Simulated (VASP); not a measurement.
Data:

```
AlAs
1.0
    4.00938     0.00000     0.00000
   -2.00469     3.47222     0.00000
    0.00000     0.00000     6.58662
Al As
2 2
Direct
  0.33333   0.66667   0.00019
  0.66667   0.33333   0.50019
  0.33333   0.66667   0.37481
  0.66667   0.33333   0.87481
```

Level of theory: PBEsol GGA, VASP's PBE PAW potentials (set 64) (plane waves; VASP). Numerical set-up: 400 eV cut-off, 7×7×4 Γ-centred mesh, Gaussian smearing of 0.050 eV, potentials Al As.

Task: Estimate the energy per atom (σ→0).

Result: 
```yaml
energy per atom (σ→0): -485.1 kJ/mol-atom
```

Total energies compare only between runs with the same potentials, cut-off and functional.

The structure was generated: AlAs was put into the wurtzite type (P6_3mc), which need not be its known phase. It was relaxed first, which changed the volume by +8 %. The start is the result of an earlier pass.
